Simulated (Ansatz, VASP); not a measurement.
# ZrB2: VASP beside Ansatz, part 2 of 2

One calculation is typed for both programs; each brings its own data sets. How far apart do they land? The cell is taken from a series of runs on this material, whose earlier steps may have relaxed, scaled, displaced or heated it; both programs get it as it stands.

VASP 6.6.1 and Ansatz 0.2.0.

So far: Set-up; VASP: zone-centre phonons, LDA.

## Step 3: Ansatz: zone-centre phonons, LDA

Level of this step: Ansatz beside VASP: Kohn-Sham DFT, plane waves, LDA (Ansatz).

Ansatz runs on its PAW soft_1 files.

The same cell, functional (in two slightly different forms), mesh and smearing now go to Ansatz, which takes its cutoff from its data sets.

Input file input.yaml:

```yaml
crystal:
  lattice:
    - [3.0716587412, 0.0, 0.0]
    - [-1.5358293706, 2.6601345016, 0.0]
    - [0.0, 0.0, 3.4119374343]
  atoms:
    - { symbol: B, position: [0.3333333333, 0.6666666667, 0.5] }
    - { symbol: B, position: [0.6666666667, 0.3333333333, 0.5] }
    - { symbol: Zr, position: [0.0, 0.0, 0.0] }
kpoints:
  mp_grid: { grid: [15, 15, 12] }
hamiltonian:
  xc: lda
  pseudopotentials: { kind: paw, azcp: { folder: soft_1 }, xc_functional: pbe }
scf:
  occupations: { method: methfessel_paxton, width: 0.2 }
output:
  eigenvalues: true
phonons:
  method: dfpt
```

On the command line:

```bash
$ ansatz run input.yaml --threads 4 --pin off --max-ram 10240MiB --backend cpu --events-out ev --progress --plain --runs-dir out
```

Numbers of over 12 decimals in the logs are rounded to 6 here.

The log of the run:

```text
zone centre: on kpoints.mp_grid the ground state, and the responses unless they are solved on pairs of k-points, stand on 448 of the mesh's 2700 k-points, reduced under 4 symmetry operations, with k and −k counted as one. Each operation leaves every solved displacement unchanged or reverses it
Engine: ansatz 0.2.0, aarch64-unknown-linux-gnu
Pseudopotentials: kind: paw
Pseudopotential: B, paw, valence charge 3, recommended cutoff 420 eV (normal), soft_1/B.paw.azcp
Pseudopotential: Zr, paw, valence charge 12, recommended cutoff 420 eV (normal), soft_1/Zr.paw.azcp
Functional definition: SPW92
  exchange = slater_x
  correlation = pw_c
Crystal: 3 atoms, lattice volume = 27.879 Å³
Basis set: ecut = 420 eV, 563 PW (Γ), exchange–correlation on 48×48×48 points (8 copies of the dense FFT grid, shifted against one another)
Bands: 13, of which v1, the nominal top of the filled ones, is band 9 counted from 1 (8 counted from 0)
Symmetry: 24 space group operations
k-points: 448 of 2700 (irreducible under 4 space group operations, time reversal used)
Non-local potential: B, projectors of the file, l = 0: 2, l = 1: 2, l = 2: 1
Non-local potential: Zr, projectors of the file, l = 0: 3, l = 1: 2, l = 2: 2, l = 3: 1
PAW form: soft (Blöchl's): semilocal exchange-correlation on the pseudo side does not see the compensation charge
PAW frozen core: B, regenerated for the run's functional, and the local potential with it (the file was generated under x = pbe(κ = 0.804, μ = 0.219515), c = pbe(β = 0.066725))
PAW frozen core: Zr, regenerated for the run's functional, and the local potential with it (the file was generated under x = pbe(κ = 0.804, μ = 0.219515), c = pbe(β = 0.066725))
PAW one-centre angular grid: B, 110 points (default); XC on 64 Gauss nodes
PAW one-centre angular grid: Zr, 590 points (default); XC on 64 Gauss nodes
Initial density: superposition of atomic densities (chi_scale 0.1, normalization cell, long waves kept (reshape's long-wave potential 0.00 eV rms))
Initial wavefunctions: pseudopotential atomic-orbital guess
Functional: x = slater, c = lda
SCF iter   1: F=—  HF=-4380.854052 eV  |F-HF|=—  |Δ(HF+E_count)|=         —  Δρ=6.59e-2  dr2=2.14e0  ethr=3.10e-3  ⟨swp⟩=5.0  Hψ=28337  notcnv=0
preconditioner: auto → none  [metal: Δε(μ)=0.018 eV  Ē_g=17.450 eV  σ=0.200 eV  W_gap=0.08  n_scr=8 (ndim 8)  ℏωp=28.1 eV  f_vac=0.000  D(μ)=0.24/eV (n_scr^D=0)  sad-step TF]
SCF iter   2: F=—  HF=-4380.348835 eV  |F-HF|=—  |Δ(HF+E_count)|=   5.05e-1  S|Δr|=    0.00e0  Δρ=3.26e-2  dr2=4.88e-1  ethr=3.10e-3  ⟨swp⟩=2.4  Hψ=12278  notcnv=0
SCF iter   3: F=—  HF=-4380.197940 eV  |F-HF|=—  |Δ(HF+E_count)|=   1.51e-1  S|Δr|=    0.00e0  Δρ=2.15e-3  dr2=7.23e-4  ethr=2.71e-3  ⟨swp⟩=2.0  Hψ=9876  notcnv=0
SCF iter   4: F=—  HF=-4380.198334 eV  |F-HF|=—  |Δ(HF+E_count)|=   3.94e-4  S|Δr|=    0.00e0  Δρ=3.90e-4  dr2=2.46e-5  ethr=4.01e-6  ⟨swp⟩=2.1  Hψ=13358  notcnv=0
SCF iter   5: F=—  HF=-4380.198347 eV  |F-HF|=—  |Δ(HF+E_count)|=   1.31e-5  S|Δr|=    0.00e0  Δρ=4.17e-5  dr2=5.85e-7  ethr=1.37e-7  ⟨swp⟩=2.0  Hψ=9847  notcnv=0
SCF iter   6: F=—  HF=-4380.198347 eV  |F-HF|=—  |Δ(HF+E_count)|=   4.91e-9  S|Δr|=    0.00e0  Δρ=6.12e-6  dr2=5.41e-9  ethr=3.25e-9  ⟨swp⟩=2.0  Hψ=9697  notcnv=0
SCF iter   7: F=—  HF=-4380.198347 eV  |F-HF|=—  |Δ(HF+E_count)|=   2.95e-9  S|Δr|=    0.00e0  Δρ=9.12e-7  dr2=3.82e-10  ethr=3.01e-11  ⟨swp⟩=2.2  Hψ=9864  notcnv=0
SCF iter   8: F=-4380.198347 eV  HF=-4380.198347 eV  |F-HF|=4.55e-12  |Δ(HF+E_count)|=  1.20e-10  S|Δr|=    0.00e0  Δρ=9.58e-8  dr2=2.43e-12  ethr=1.00e-12  ⟨swp⟩=4.1  Hψ=27735  notcnv=0
SCF 1 converged in 8 iterations: F = -4380.198347 eV  dr2 = 2.43e-12
  greatest PAW one-centre occupation: 0.994 electrons in one spin orbital (limit 2), on the Zr atom at site 2 (counted from 0), in its partial waves of l = 0
DFPT response loops at Γ: preconditioner auto → Kerker (q_TF=auto, 2.536 Å⁻¹) (partly filled bands, converged f_vac=0.000); β = 1.00, the filter's whole step (`scf.mixing.beta` (0.50) is not read by the response loops under this deck's `scf.mixing.preconditioner`; to damp them name `kerker` or `kerker_dos`, under which they read `scf.mixing.beta`, and type it under 1.00, their step now; both keys bind the ground state too); Broyden in place of MSR1
SCF converged after 8 iterations
Stability not checked: this state was not tested for a lower state beside it, because cold or Methfessel-Paxton smearing, or corrected tetrahedra, fill the levels in a way that the test cannot read (fill_not_monotonic; see scf.lower_state_search)
Free energy (F): -4380.198347 eV
Harris-Foulkes:  -4380.198347 eV  (|F-HF|=4.55e-12)
Internal energy: -4380.198807 eV  (E = F + TS)
E sigma→0 (E₀):  -4380.198462 eV
Entropy (-TS):   0.000460 eV (0.153 meV/atom)
Fermi energy:    17.126951 eV
--- Per-component energies (eV) ---
  E_band       = 0.833960
  E_kinetic    = 428.352731
  E_local      = -484.417935  (includes V_loc(G=0)·N_el)
  E_nonlocal   = 95.241651
  E_hartree    = 166.480099
  E_xc         = -224.673056
  E_vxc        = -267.104868  (∫ρ·V_xc dr)
  E_paw        = -3003.835996  (= ΣΔE_a)
  E_vpaw       = -104.197819  (= ΣTr[D̂ρ^β])
  E_aug_tail   = -0.000005  (compensation charges beyond the density's cutoff)
  E_ewald      = -1357.808365
  E_core_change = 0.462069  (= ΣΔE_core)
  E_smearing   = 0.000460  (= −TS)
  E_closure    = 0.000000  (closes the sum)
  Σ components = -4380.198347   (vs F -4380.198347, Δ=0.00e0)
--- Band table (eV; the first three rows and the last of 448) ---
  k-point 0: bands = [... 5 lower, 14.2965, 14.2965, 14.3367, 14.9485, 20.9844, 20.9844, 21.8297, 21.8297]
  k-point 1: bands = [... 5 lower, 13.7139, 14.3679, 14.3679, 15.5453, 20.3242, 20.3242, 21.5812, 21.5812]
  k-point 2: bands = [... 5 lower, 12.8238, 14.5802, 14.5802, 16.3814, 19.3693, 19.3693, 20.9301, 20.9301]
  k-point 447: bands = [... 5 lower, 9.9599, 12.3980, 13.5784, 14.4926, 21.0392, 22.5631, 22.7251, 23.8440]
--- Phonons (Γ-DFPT): 4 representative perturbations + reference, on 448 of 2700 k-points (Σ response iterations 12) ---
  k mesh reduced under 4 symmetry operations, with k and −k counted as one. Each operation leaves every solved displacement unchanged or reverses it
  ASR residual: 4.296e-5 → 0.000e0 eV/Å²; symmetrization residual: 2.230e-7 eV/Å²
  ASR residual per site (eV/Å²): 1.70e-5 1.70e-5 4.30e-5
  Γ frequencies (cm⁻¹): 0.00 0.00 0.00 507.35 507.35 545.02 625.55 868.53 868.53
  non-analytic LO–TO correction: not included (Born effective charges unavailable; polar crystals: no LO–TO splitting at Γ)
```

## Step 4: Differences

Known differences besides the potentials themselves: the cutoff is 420 eV in Ansatz and 500 eV in VASP; VASP's log shows a relativistic correction to its local exchange, Ansatz's none. Total energies have different zeros and are not compared.

Both answers:

| quantity | Ansatz | VASP | difference |
| --- | --- | --- | --- |
| optical mode 1 to 2 (cm⁻¹) | 507.4 | 507.8 | -0.08 % |
| optical mode 3 (cm⁻¹) | 545.0 | 546.0 | -0.17 % |
| optical mode 4 (cm⁻¹) | 625.5 | 626.5 | -0.16 % |
| optical mode 5 to 6 (cm⁻¹) | 868.5 | 868.9 | -0.04 % |

Modes are paired by rising frequency, not by their patterns, so a pair may set unlike modes beside each other; they are those without the splitting of longitudinal modes.

## Step 5: What came out

```yaml
r_m_s_difference_of_the_optical_zone_centre_modes_each_program_s_sorted_by_frequency_zone_centre_phonons_lda: 0.64 cm⁻¹
```

What this shows: The r.m.s. difference of the optical zone-centre modes, each program's sorted by frequency is 0.64 cm⁻¹ (zone-centre phonons, LDA). Such differences can come from data sets, numerical settings and the points named under the comparisons, not from the functional's error against experiment.

[Lines on the potential files, build, host, timing and source positions are cut from VASP's logs without a mark.]

[Logs are printed without paths, hosts, clocks, repeated set-up lines and the standing remarks that a program may print on its own settings, such as how far it seeks lower states.]

[Hosts, paths, dates, database ids (printed as entryN), source tags and the programs' standing remarks are cut or masked in the printed files.]
